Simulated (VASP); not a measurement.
Given:

```xyz
1
Lattice="-1.7420 1.7420 1.7420 1.7420 -1.7420 1.7420 1.7420 1.7420 -1.7420" Properties=species:S:1:pos:R:3 pbc="T T T"
Li     0.0000     0.0000     0.0000
```

Calculation: PBE GGA with D4 dispersion, VASP's PBE PAW potentials (set 64) (plane waves; VASP). Run with 520 eV cut-off, 15×15×15 Γ-centred mesh, first-order Methfessel-Paxton smearing of 0.10 eV, potentials Li_sv.

Predict the energy per atom (σ→0), band gap (on the k-mesh) with the smallest direct gap where there is one.

```
Quantity                                                    Result
------------------------  ----------------------------------------
band gap (on the k-mesh)  none (metal, semimetal or under 0.01 eV)
energy per atom (σ→0)                           -185.3 kJ/mol-atom
```

The absolute energy has meaning only against runs of the same code, potentials and settings.

The compound is Li in the bcc structure. This cell is one point of a volume scan, at 1.06 of the reference volume.
